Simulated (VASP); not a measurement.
# CuI (Marshite): what each functional gives for the gap

Aim: the gap of CuI (Marshite) on one structure at many levels of theory. The starting structure is a measured crystal structure from the Crystallography Open Database. Cell and atoms stay as given. Meshes and data sets differ where the inputs say so.

Program: VASP 6.6.1. Level of theory: Kohn-Sham DFT with plane waves and PAW; 9 levels of theory, named at each step. Results are calculated unless marked as measured.

The database entry behind the starting cell differs from later determinations by our own check (about 0.15 % long (mineral sample)), so it need not match the best structure at ambient conditions.

## Step 1: The structure

It takes space group F-43m (No. 216, cubic). The conventional cell has a = 6.063 Å, b = 6.063 Å, c = 6.063 Å, α = 90.00°, β = 90.00°, γ = 90.00°. Nearest to I lie 4 Cu at 2.63 Å. Nearest to Cu lie 4 I at 2.63 Å. Farther neighbours and most contacts between anions are not listed.

## Step 2: Bands with LDA

LDA, the lowest rung, knows the local density alone.

INCAR

```
SYSTEM = CuI
PREC = Accurate
ENCUT = 350
EDIFF = 1E-06
NELM = 100
ISMEAR = 0
SIGMA = 0.03
LREAL = .FALSE.
ALGO = Normal
GGA = CA
NBANDS = 21
LORBIT = 11
LWAVE = .FALSE.
LCHARG = .FALSE.
KPAR = 4
```

POSCAR

```
CuI
1.0
    0.0000000000      3.0315000000      3.0315000000
    3.0315000000      0.0000000000      3.0315000000
    3.0315000000      3.0315000000      0.0000000000
I Cu
1 1
Direct
    0.0000000000      0.0000000000      0.0000000000
    0.7500000000      0.7500000000      0.7500000000
```

KPOINTS

```
Automatic mesh
0
Gamma
6 6 6
0 0 0
```

KPOINTS_OPT

```
Line mode
10
Line-mode
Reciprocal
  0.00000000   0.00000000   0.00000000 GAMMA
  0.50000000   0.00000000   0.50000000 X

  0.50000000   0.00000000   0.50000000 X
  0.50000000   0.25000000   0.75000000 W

  0.50000000   0.25000000   0.75000000 W
  0.37500000   0.37500000   0.75000000 K

  0.37500000   0.37500000   0.75000000 K
  0.00000000   0.00000000   0.00000000 GAMMA

  0.00000000   0.00000000   0.00000000 GAMMA
  0.50000000   0.50000000   0.50000000 L

  0.50000000   0.50000000   0.50000000 L
  0.62500000   0.25000000   0.62500000 U

  0.62500000   0.25000000   0.62500000 U
  0.50000000   0.25000000   0.75000000 W

  0.50000000   0.25000000   0.75000000 W
  0.50000000   0.50000000   0.50000000 L

  0.50000000   0.50000000   0.50000000 L
  0.37500000   0.37500000   0.75000000 K

  0.62500000   0.25000000   0.62500000 U
  0.50000000   0.00000000   0.50000000 X
```

PAW data sets: I and Cu (LDA family, release 64).

The run is started by

```sh
$ mpirun -np 4 vasp_std
```

The log of the run:

```text
[banner, memory and clock lines left out]
running    4 mpi-ranks, on    1 nodes
 distrk:  each k-point on    1 cores,    4 groups
 distr:  one band on    1 cores,    1 groups

 POSCAR found type information on POSCAR I Cu
 POSCAR found :  2 types and       2 ions
 LDA part: xc-table for (Slater(with rela. corr.)+CA(PZ))
 , standard interpolation
 POSCAR, INCAR and KPOINTS ok, starting setup
 FFT: planning ... GRIDC
 FFT: planning ... GRID_SOFT
 FFT: planning ... GRID
 WAVECAR not read
 entering main loop
       N       E                     dE             d eps       ncg     rms          rms(c)
DAV:   1     0.866750677718E+02    0.86675E+02   -0.55788E+03   680   0.670E+02
DAV:   2    -0.249315926067E+00   -0.86924E+02   -0.75623E+02   727   0.174E+02
DAV:   3    -0.699639042445E+01   -0.67471E+01   -0.66185E+01   825   0.524E+01
DAV:   4    -0.717079262944E+01   -0.17440E+00   -0.17415E+00   816   0.744E+00
DAV:   5    -0.717957924496E+01   -0.87866E-02   -0.87858E-02  1000   0.193E+00    0.550E+00
DAV:   6    -0.709409547850E+01    0.85484E-01   -0.22293E+00   797   0.356E+01    0.354E+00
DAV:   7    -0.692608353639E+01    0.16801E+00   -0.56518E-01   802   0.219E+01    0.171E+00
DAV:   8    -0.692247393418E+01    0.36096E-02   -0.27507E-02  1026   0.189E+00    0.395E-01
DAV:   9    -0.692046432835E+01    0.20096E-02   -0.36641E-03   834   0.154E+00    0.220E-01
DAV:  10    -0.692040235410E+01    0.61974E-04   -0.35026E-04  1068   0.186E-01    0.787E-02
DAV:  11    -0.692032197158E+01    0.80383E-04   -0.36715E-04   803   0.514E-01    0.285E-02
DAV:  12    -0.692032110181E+01    0.86977E-06   -0.40652E-05  1034   0.780E-02    0.265E-02
DAV:  13    -0.692032011114E+01    0.99067E-06   -0.23413E-06  1010   0.263E-02
   1 F= -.69203201E+01 E0= -.69203201E+01  d E =-.150469E-24
 Start KPOINTS_OPT (optional k-point list driver)
k-point batch [1-16\100]
       N       E                     dE             ncg
DAV:   1     0.170536945468E+04   -0.38875E+04      680
DAV:   2     0.256002400486E+03   -0.14494E+04      727
DAV:   3     0.140372730322E+03   -0.11563E+03      846
DAV:   4     0.137384066045E+03   -0.29887E+01      837
DAV:   5     0.137243674518E+03   -0.14039E+00      968
DAV:   6     0.137241033509E+03   -0.26410E-02      898
DAV:   7     0.137240994264E+03   -0.39245E-04      953
DAV:   8     0.137240994049E+03   -0.21566E-06      621
[...]
k-point batch [97-100\100]
       N       E                     dE             ncg
DAV:   1     0.646460214044E+04   -0.15372E+04      176
DAV:   2     0.611909777393E+04   -0.34550E+03      173
DAV:   3     0.609442389850E+04   -0.24674E+02      235
DAV:   4     0.609384416093E+04   -0.57974E+00      217
DAV:   5     0.609382496389E+04   -0.19197E-01      227
DAV:   6     0.609382388537E+04   -0.10785E-02      218
DAV:   7     0.609382388019E+04   -0.51875E-05      222
DAV:   8     0.609382388013E+04   -0.58458E-07      161
```

The job ended after 7.6 s (4 MPI ranks of Intel Xeon 6975P-C (Granite Rapids), shared host; peak memory 0.57 GiB; 28 s of CPU time).

The logs omit lines about the potential files and the build; timing stands in the text.

Parts of OUTCAR (step 2):

```text
ion  position               nearest neighbor table
   1  0.000  0.000  0.000-   2 2.63   2 2.63   2 2.63   2 2.63
   2  0.750  0.750  0.750-   1 2.63   1 2.63   1 2.63   1 2.63

  LATTYP: Found a face centered cubic cell.
 ALAT       =     6.0630000000

 Subroutine GETGRP returns: Found 24 space group operations
 (whereof 24 operations were pure point group operations)

The static configuration has the point symmetry T_d .

 Found     16 irreducible k-points:

   k-points           NKPTS =     16   k-points in BZ     NKDIM =     16   number of bands    NBANDS=     21

   dimension x,y,z NGX =    28 NGY =   28 NGZ =   28
   dimension x,y,z NGXF=    56 NGYF=   56 NGZF=   56

   ENCUT  =  350.0 eV  25.72 Ry    5.07 a.u.   6.54  6.54  6.54*2*pi/ulx,y,z

   NELECT =      18.0000    total number of electrons

 k-points in reciprocal lattice and weights: Automatic mesh
   0.00000000  0.00000000  0.00000000       0.005
   0.16666667  0.00000000  0.00000000       0.037
   0.33333333  0.00000000  0.00000000       0.037
   0.50000000  0.00000000  0.00000000       0.019
   0.16666667  0.16666667  0.00000000       0.028
   0.33333333  0.16666667  0.00000000       0.111
   0.50000000  0.16666667  0.00000000       0.111
  -0.33333333  0.16666667  0.00000000       0.111
  -0.16666667  0.16666667  0.00000000       0.056
[...]
-0.33333333  0.33333333  0.16666667       0.111
  -0.33333333  0.50000000  0.16666667       0.056

 average (electrostatic) potential at core
       1 -93.0288       2 -66.8220

 E-fermi :   4.3790

 k-point     1 :       0.0000    0.0000    0.0000
  band No.  band energies     occupation
    ...
      5       2.2515      2.00000
      6       2.2515      2.00000
      7       4.1694      2.00000
      8       4.1694      2.00000
      9       4.1694      2.00000
     10       5.1605      0.00000
     11       9.0314      0.00000
     12       9.0314      0.00000
     13       9.0314      0.00000
     14      12.1462      0.00000
    ...

 k-point     2 :       0.1667    0.0000    0.0000
  band No.  band energies     occupation
    ...
      5       2.2426      2.00000
      6       2.2426      2.00000
      7       3.2543      2.00000
      8       3.9717      2.00000
      9       3.9717      2.00000
     10       6.1314      0.00000
     11       8.9832      0.00000
     12       9.3779      0.00000
     13       9.3779      0.00000
     14      12.9330      0.00000
    ...

 k-point     3 :       0.3333    0.0000    0.0000
  band No.  band energies     occupation
    ...
      5       2.2529      2.00000
      6       2.2529      2.00000
      7       2.5502      2.00000
      8       3.6179      2.00000
      9       3.6179      2.00000
     10       6.3227      0.00000
     11       9.6322      0.00000
     12       9.6322      0.00000
     13      10.4753      0.00000
     14      12.6587      0.00000
    ...

  Total       -1.4787313     -1.4787313     -1.4787313      0.0000000      0.0000000     -0.0000000
  in kB      -42.5203811    -42.5203811    -42.5203811      0.0000000      0.0000000     -0.0000000
  external PRESSURE =     -42.5203811 kB  Pullay stress =       0.0000000 kB

  energy-cutoff  :      350.00
  volume of cell :       55.72
      direct lattice vectors                 reciprocal lattice vectors
     0.000000000  3.031500000  3.031500000    -0.164934851  0.164934851  0.164934851
     3.031500000  0.000000000  3.031500000     0.164934851 -0.164934851  0.164934851
     3.031500000  3.031500000  0.000000000     0.164934851  0.164934851 -0.164934851

 POSITION                                       TOTAL-FORCE (eV/Angst)
 -----------------------------------------------------------------------------------
      0.00000      0.00000      0.00000         0.000000     -0.000000      0.000000
      4.54725      4.54725      4.54725        -0.000000      0.000000     -0.000000
 -----------------------------------------------------------------------------------
    total drift:                               -0.000001     -0.000001     -0.000001

  FREE ENERGIE OF THE ION-ELECTRON SYSTEM (eV)
  ---------------------------------------------------
  free  energy   TOTEN  =        -6.9203201111 eV

  energy  without entropy=       -6.9203201111  energy(sigma->0) =       -6.92032011

 total charge
# of ion       s       p       d       tot
------------------------------------------
    1        1.497   2.747   0.052   4.296
    2        0.336   0.265   9.330   9.931
--------------------------------------------------
tot          1.833   3.013   9.382  14.228

[... 3 further parts left out ...]
```

Spin-orbit coupling is off here; with elements this heavy it can split and shift levels by tenths of an eV. At this level the cell is under a tension of 4.3 GPa, so at these settings it is away from equilibrium.

LDA gives a direct gap of 0.991 eV.

## Step 3: Bands with PBE

PBE, the usual starting point, adds the gradient of the density.

INCAR: that of step 2 with these lines changed.

```diff
@@ -9,3 +9,3 @@
 ALGO = Normal
-GGA = CA
+GGA = PE
 NBANDS = 21
```

POSCAR is that of step 2.

KPOINTS is that of step 2.

KPOINTS_OPT is that of step 2.

PAW data sets: I and Cu (PBE family, release 64).

The run is started by

```sh
$ mpirun -np 4 vasp_std
```

The log of the run:

```text
[banner, memory and clock lines left out]
running    4 mpi-ranks, on    1 nodes
[...]
LDA part: xc-table for (Slater+PW92), standard interpolation
 POSCAR, INCAR and KPOINTS ok, starting setup
[...]
entering main loop
       N       E                     dE             d eps       ncg     rms          rms(c)
DAV:   1     0.890341460861E+02    0.89034E+02   -0.55925E+03   672   0.664E+02
DAV:   2     0.109440940336E+01   -0.87940E+02   -0.76079E+02   722   0.172E+02
DAV:   3    -0.559239290077E+01   -0.66868E+01   -0.65624E+01   816   0.519E+01
DAV:   4    -0.576986398326E+01   -0.17747E+00   -0.17724E+00   825   0.753E+00
[...]
DAV:  11    -0.556238624460E+01   -0.78592E-05   -0.59435E-05   910   0.170E-01    0.177E-02
DAV:  12    -0.556238744158E+01   -0.11970E-05   -0.85106E-06   922   0.436E-02    0.620E-03
DAV:  13    -0.556238798309E+01   -0.54151E-06   -0.16980E-06   759   0.246E-02
   1 F= -.55623880E+01 E0= -.55623880E+01  d E =-.262190E-16
 Start KPOINTS_OPT (optional k-point list driver)
k-point batch [1-16\100]
       N       E                     dE             ncg
DAV:   1     0.178444544812E+04   -0.38084E+04      680
DAV:   2     0.334046206100E+03   -0.14504E+04      722
DAV:   3     0.221265828277E+03   -0.11278E+03      848
DAV:   4     0.218407632072E+03   -0.28582E+01      829
DAV:   5     0.218286820233E+03   -0.12081E+00      949
DAV:   6     0.218282326566E+03   -0.44937E-02      914
DAV:   7     0.218282279840E+03   -0.46726E-04      947
DAV:   8     0.218282279511E+03   -0.32872E-06      664
[...]
k-point batch [97-100\100]
       N       E                     dE             ncg
DAV:   1     0.648408476460E+04   -0.15177E+04      176
DAV:   2     0.613846015198E+04   -0.34562E+03      173
DAV:   3     0.611476083932E+04   -0.23699E+02      235
DAV:   4     0.611422702981E+04   -0.53381E+00      222
DAV:   5     0.611420922856E+04   -0.17801E-01      214
DAV:   6     0.611420817167E+04   -0.10569E-02      236
DAV:   7     0.611420816778E+04   -0.38837E-05      219
DAV:   8     0.611420816773E+04   -0.50429E-07      174
```

Run time: 7 s. Hardware: 4 MPI ranks; peak memory 0.61 GiB; 26 s of CPU time.

OUTCAR, selected parts (step 3):

```text
  Total        0.1159997      0.1159997      0.1159997     -0.0000000     -0.0000000     -0.0000000
  in kB        3.3355297      3.3355297      3.3355297     -0.0000000     -0.0000000     -0.0000000
  external PRESSURE =       3.3355297 kB  Pullay stress =       0.0000000 kB

 POSITION                                       TOTAL-FORCE (eV/Angst)
 -----------------------------------------------------------------------------------
      0.00000      0.00000      0.00000        -0.000000     -0.000000     -0.000000
      4.54725      4.54725      4.54725         0.000000      0.000000      0.000000
 -----------------------------------------------------------------------------------
    total drift:                               -0.000004     -0.000004     -0.000004

  FREE ENERGIE OF THE ION-ELECTRON SYSTEM (eV)
  ---------------------------------------------------
  free  energy   TOTEN  =        -5.5623879831 eV

  energy  without entropy=       -5.5623879831  energy(sigma->0) =       -5.56238798

[... 2 parts as in an earlier step ...]

[... 1 further part left out ...]
[key lines of the parts left out:]
E-fermi :   4.5996
```

PBE gives a direct gap of 1.136 eV. The least gap is +0.146 eV from that of LDA.

## Step 4: Bands with r2SCAN

r2SCAN adds the kinetic-energy density, costs more than a GGA and is run with LASPH.

INCAR: that of step 3 with these lines changed.

```diff
@@ -9,3 +9,4 @@
 ALGO = Normal
-GGA = PE
+METAGGA = R2SCAN
+LASPH = .TRUE.
 NBANDS = 21
```

POSCAR is that of step 3.

KPOINTS is that of step 3.

KPOINTS_OPT is that of step 3.

The run is started by

```sh
$ mpirun -np 4 vasp_std
```

The log of the run:

```text
[banner, memory and clock lines left out]
running    4 mpi-ranks, on    1 nodes
[...]
|                                                                             |
|               ----> ADVICE to this user running VASP <----                  |
|                                                                             |
|     You enforced a specific xc type in the INCAR file but a different       |
|     [... a line on the potential file left out ...]
|     I HOPE YOU KNOW WHAT YOU ARE DOING!                                     |
|                                                                             |

 LDA part: xc-table for (None), standard interpolation
 POSCAR, INCAR and KPOINTS ok, starting setup
[...]
entering main loop
       N       E                     dE             d eps       ncg     rms          rms(c)
DAV:   1     0.580490817318E+02    0.58049E+02   -0.57439E+03   672   0.680E+02
DAV:   2    -0.320632459388E+02   -0.90112E+02   -0.77994E+02   722   0.176E+02
[...]
DAV:  16    -0.357871318819E+02    0.11472E-05   -0.12113E-06   473   0.272E-02    0.102E-03
DAV:  17    -0.357871314343E+02    0.44762E-06   -0.17861E-07   406   0.586E-03
   1 F= -.35787131E+02 E0= -.35787131E+02  d E =-.380627E-18
 Start KPOINTS_OPT (optional k-point list driver)
k-point batch [1-16\100]
       N       E                     dE             ncg
DAV:   1     0.176203975560E+04   -0.38308E+04      680
DAV:   2     0.257659614753E+03   -0.15044E+04      722
DAV:   3     0.140586870324E+03   -0.11707E+03      845
DAV:   4     0.137774526840E+03   -0.28123E+01      819
DAV:   5     0.137651881269E+03   -0.12265E+00      970
DAV:   6     0.137648292780E+03   -0.35885E-02      862
DAV:   7     0.137648150594E+03   -0.14219E-03      983
DAV:   8     0.137648150123E+03   -0.47111E-06      625
[...]
k-point batch [97-100\100]
       N       E                     dE             ncg
DAV:   1     0.647651199927E+04   -0.15253E+04      176
DAV:   2     0.611908098601E+04   -0.35743E+03      173
DAV:   3     0.609436747450E+04   -0.24714E+02      240
DAV:   4     0.609384613362E+04   -0.52134E+00      217
DAV:   5     0.609382184669E+04   -0.24287E-01      232
DAV:   6     0.609382020666E+04   -0.16400E-02      225
DAV:   7     0.609382017235E+04   -0.34308E-04      248
DAV:   8     0.609382017218E+04   -0.17300E-06      174
```

It took 29 s on 4 MPI ranks; peak memory 0.61 GiB; 1.8 min of CPU time.

From OUTCAR (step 4):

```text
  Total       -0.3110065     -0.3110065     -0.3110065      0.0000000     -0.0000000      0.0000000
  in kB       -8.9428799     -8.9428799     -8.9428799      0.0000000     -0.0000000      0.0000000
  external PRESSURE =      -8.9428799 kB  Pullay stress =       0.0000000 kB

 POSITION                                       TOTAL-FORCE (eV/Angst)
 -----------------------------------------------------------------------------------
      0.00000      0.00000      0.00000         0.000000      0.000000      0.000000
      4.54725      4.54725      4.54725        -0.000000     -0.000000     -0.000000
 -----------------------------------------------------------------------------------
    total drift:                                0.000004      0.000004      0.000004

  FREE ENERGIE OF THE ION-ELECTRON SYSTEM (eV)
  ---------------------------------------------------
  free  energy   TOTEN  =       -35.7871314343 eV

  energy  without entropy=      -35.7871314343  energy(sigma->0) =      -35.78713143

[... 2 parts as in an earlier step ...]

[... 1 further part left out ...]
[key lines of the parts left out:]
E-fermi :   4.4372
```

r2SCAN gives a direct gap of 1.607 eV. The least gap is +0.617 eV from that of LDA.

(Part 1 of 3 ends here.)

[Lines on the potential files, build, host, timing and source positions are cut from VASP's logs without a mark.]

[Logs are printed without paths, hosts, clocks, repeated set-up lines and the standing remarks that a program may print on its own settings, such as how far it seeks lower states.]

[Hosts, paths, dates, database ids (printed as entryN), source tags and the programs' standing remarks are cut or masked in the printed files.]
